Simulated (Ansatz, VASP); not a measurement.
# Cross-check of HfSnGe (HfSnGe in the AlB2 type) between VASP and Ansatz, part 3 of 3

Aim: how closely do two programs agree when they are given the same cell, functional and k mesh? The cell is generated by rule, not measured, and may not be a known phase. The cell is taken from a series of runs on this material, whose earlier steps may have relaxed, scaled, displaced or heated it; both programs get it as it stands.

VASP 6.6.1 and Ansatz 0.2.0.

So far: VASP: relaxation of cell and atoms, PBEsol, pair 1; Ansatz: relaxation of cell and atoms, PBEsol, pair 1; Comparison; VASP: relaxation of cell and atoms, PBEsol, pair 2; Ansatz: relaxation of cell and atoms, PBEsol, pair 2; Differences.

### 8. VASP: zone-centre phonons, PBEsol

Level of this step: PBEsol; plane waves and PAW (Hf_pv, Ge_d, Sn_d); invented cell (VASP).

Second derivatives magnify differences that forces hide, and they need a tight electronic threshold.

File INCAR:

```
SYSTEM = HfSnGe
PREC = Accurate
ENCUT = 500
EDIFF = 1E-08
NELM = 120
ISMEAR = 1
SIGMA = 0.2
LREAL = .FALSE.
ALGO = Normal
GGA = PS
NBANDS = 25
LASPH = .TRUE.
LORBIT = 11
LWAVE = .FALSE.
LCHARG = .FALSE.
ISIF = 2
IBRION = 8
GGA_COMPAT = .FALSE.
KPAR = 2
```

File POSCAR:

```
HfSnGe
1.0
    4.9327630102      0.0000000000      0.0000000000
   -2.4663815051      4.2718980776      0.0000000000
    0.0000000000      0.0000000000      2.8952586895
Hf Ge Sn
1 1 1
Direct
    0.0000000000      0.0000000000      0.0000000000
    0.3333333333      0.6666666667      0.5000000000
    0.6666666667      0.3333333333      0.5000000000
```

File KPOINTS:

```
Automatic mesh
0
Gamma
4 4 6
0 0 0
```

The projector-augmented-wave data sets are Hf_pv, Ge_d and Sn_d (PBE family, release 64).

Run with:

```
$ mpirun -np 2 vasp_std
```

Numbers of over 12 decimals in the logs are rounded to 6 here.

Output:

```text
[... set-up lines as in an earlier step ...]
 entering main loop
       N       E                     dE             d eps       ncg     rms          rms(c)
DAV:   1     0.283554498356E+03    0.28355E+03   -0.19508E+04   906   0.302E+03
DAV:   2     0.187678393937E+02   -0.26479E+03   -0.26001E+03   808   0.605E+02
DAV:   3    -0.189969319888E+02   -0.37765E+02   -0.37299E+02   978   0.163E+02
DAV:   4    -0.203451304427E+02   -0.13482E+01   -0.13444E+01   966   0.340E+01
[...]
DAV:  15    -0.197600335092E+02   -0.35492E-07   -0.13419E-08   636   0.854E-04    0.579E-04
DAV:  16    -0.197600334989E+02    0.10373E-07   -0.13120E-09   464   0.351E-04    0.178E-04
DAV:  17    -0.197600334942E+02    0.46575E-08   -0.37114E-10   486   0.198E-04
   1 F= -.19760033E+02 E0= -.19757437E+02  d E =-.778890E-02
 Linear response reoptimize wavefunctions to high precision
DAV:   1    -0.197600334953E+02   -0.10978E-08   -0.11884E-10   486   0.139E-04
DAV:   2    -0.197600334954E+02   -0.70031E-10   -0.51188E-11   485   0.739E-05
 Linear response DOF=           6
 Linear response progress:
[...]
RMM:  19    -0.227303487230E+00    0.77943E-07    0.12544E-07  3798   0.164E-04    0.197E-05
RMM:  20    -0.227303561810E+00   -0.74581E-07   -0.44491E-07  4071   0.158E-04    0.147E-05
RMM:  21    -0.227303555944E+00    0.58659E-08   -0.56987E-08  4213   0.154E-04    0.118E-05
 first order change of Fermi-energy   0.69985E-04
 force on displaced ion       3 direction 1 :  -7.003   0.000   0.000
 Linear response progress:
  Degree of freedom:   6/  6
       N       E                     dE             d eps       ncg     rms          rms(c)
RMM:   1    -0.201430698128E+00   -0.20143E+00    0.58129E-01  1046   0.856E+00
RMM:   2    -0.206419179807E+00   -0.49885E-02   -0.15448E-02  1646   0.674E-01    0.701E-02
RMM:   3    -0.206461108598E+00   -0.41929E-04   -0.11660E-03  1758   0.203E-01    0.415E-02
RMM:   4    -0.206365476121E+00    0.95632E-04   -0.13027E-04  1804   0.766E-02    0.909E-03
[...]
RMM:  13    -0.206357343549E+00   -0.15815E-07   -0.13846E-07  1841   0.391E-04    0.174E-05
RMM:  14    -0.206357336943E+00    0.66062E-08   -0.11182E-07  1853   0.307E-04    0.828E-06
RMM:  15    -0.206357337740E+00   -0.79700E-09   -0.88220E-08  1912   0.256E-04    0.131E-05
 first order change of Fermi-energy  -0.18113E-03
 force on displaced ion       3 direction 3 :  -0.000   0.000  -1.233
 Linear response finished
```

OUTCAR, selected parts (step 8):

```text
  Total        0.4320756      0.4320756     -2.5544644      0.0000000     -0.0000000      0.0000000
  in kB       11.3467586     11.3467586    -67.0829149      0.0000000     -0.0000000      0.0000000
  external PRESSURE =     -14.7964659 kB  Pullay stress =       0.0000000 kB

 POSITION                                       TOTAL-FORCE (eV/Angst)
 -----------------------------------------------------------------------------------
      0.00000      0.00000      0.00000         0.000000     -0.000000      0.000000
     -0.00000      2.84793      1.44763         0.000000      0.000000      0.000000
      2.46638      1.42397      1.44763        -0.000000     -0.000000      0.000000
 -----------------------------------------------------------------------------------
    total drift:                               -0.000001      0.000000     -0.000000

[... 2 further parts left out ...]
```

### 9. Ansatz: zone-centre phonons, PBEsol

The same cell, functional, mesh and smearing now go to Ansatz, which takes its cutoff from its data sets.

The cell is taken from a series of runs on this material, whose earlier steps may have relaxed, scaled, displaced or heated it; both programs get it as it stands.

File input.yaml:

```yaml
crystal:
  lattice:
    - [4.9327630102, 0.0, 0.0]
    - [-2.4663815051, 4.2718980776, 0.0]
    - [0.0, 0.0, 2.8952586895]
  atoms:
    - { symbol: Hf, position: [0.0, 0.0, 0.0] }
    - { symbol: Ge, position: [0.3333333333, 0.6666666667, 0.5] }
    - { symbol: Sn, position: [0.6666666667, 0.3333333333, 0.5] }
kpoints:
  mp_grid: { grid: [4, 4, 6] }
hamiltonian:
  xc: pbesol
  pseudopotentials: { kind: paw, azcp: { folder: soft_1 }, xc_functional: pbe }
scf:
  occupations: { method: methfessel_paxton, width: 0.2 }
output:
  eigenvalues: true
phonons:
  method: dfpt
  qmesh: [2, 2, 2]
  temperatures: { t_max: 1000, t_step: 50 }
  qpath:
    path:
      - [[0.0, 0.0, 0.0], [0.5, 0.0, 0.0], [0.33333333, 0.33333333, 0.0], [0.0, 0.0, 0.0], [0.0, 0.0, 0.5], [0.5, 0.0, 0.5], [0.33333333, 0.33333333, 0.5], [0.0, 0.0, 0.5]]
      - [[0.5, 0.0, 0.5], [0.5, 0.0, 0.0]]
      - [[0.33333333, 0.33333333, 0.5], [0.33333333, 0.33333333, 0.0]]
    npoints: 10
```

Run with:

```
$ ansatz run input.yaml --threads 4 --pin off --max-ram 12288MiB --backend cpu --events-out ev --progress --plain --runs-dir out
```

Output:

```text
[...]
largest difference from the sums on the solved wave vectors: F 1.45e-1 eV, S 1.93e-4 and C_V 4.79e-5 eV/K
  zero-point energy: 0.052313 eV/cell   skipped modes (ω ≤ 0): 202, of them read as no rigid motion or as one in doubt: 199 (5.689e-1 modes/cell left out, lowest -59.36 cm⁻¹)   left out of the sums: 6.33e-2 of the cell's modes: C_V's classical limit lies that fraction below 3 k_B per atom; for a crystal, a wire or a layer, F and S can be off by more, and a phonons.interpolated_qmesh denser along its periods is the remedy for the sampling
[key lines of the parts left out:]
SCF converged after 15 iterations
Free energy (F): -25802.216275 eV
Fermi energy:    15.349585 eV
```

### 10. Differences

What differs besides the data sets and the points named for the pairs above, as far as they apply: VASP's run holds the zone centre alone; the data sets hold 54 valence electrons in Ansatz (on its PAW soft_1 files) and 38 in VASP. Total energies have different zeros and are not compared.

The two programs side by side:

```csv
quantity,Ansatz,VASP,difference
optical mode 1 (cm⁻¹),32.4,36.3,-4.0
optical mode 2 (cm⁻¹),68.1,67.9,+0.39 %
optical mode 3 to 4 (cm⁻¹),94.7,93.8,+0.94 %
optical mode 5 to 6 (cm⁻¹),177.7,177.6,+0.08 %
```

Modes are paired by rising frequency, not by their patterns, so a pair may set unlike modes beside each other; they are those without the splitting of longitudinal modes.

### 11. Results

```json
{"difference in volume (relaxation of cell and atoms, PBEsol, pair 1)": "0.26 %", "difference in volume (relaxation of cell and atoms, PBEsol, pair 2)": "0.25 %", "r.m.s. difference of the optical zone-centre modes, each program's sorted by frequency (zone-centre phonons, PBEsol)": "1.7 cm⁻¹", "difference in optical mode 3 to 4 (zone-centre phonons, PBEsol)": "+0.9 %"}
```

In words: The difference in volume is 0.26 % (relaxation of cell and atoms, PBEsol, pair 1), within the 1.2 % picked in this series as the mark of a large difference, as far as the stopping tolerances let one tell. The data sets hold unlike numbers of valence electrons (54 in Ansatz and 38 in VASP), so part of the differences comes from the potentials. Among the rows given in per cent, the largest difference of the zone-centre phonons, PBEsol pair is in optical mode 3 to 4, +0.9 %. 1 further run of this series is not shown here. Such differences can come from data sets, numerical settings and the points named under the comparisons, not from the functional's error against experiment.

[Lines on the potential files, build, host, timing and source positions are cut from VASP's logs without a mark.]

[Logs are printed without paths, hosts, clocks, repeated set-up lines and the standing remarks that a program may print on its own settings, such as how far it seeks lower states.]

[Hosts, paths, dates, database ids (printed as entryN), source tags and the programs' standing remarks are cut or masked in the printed files.]
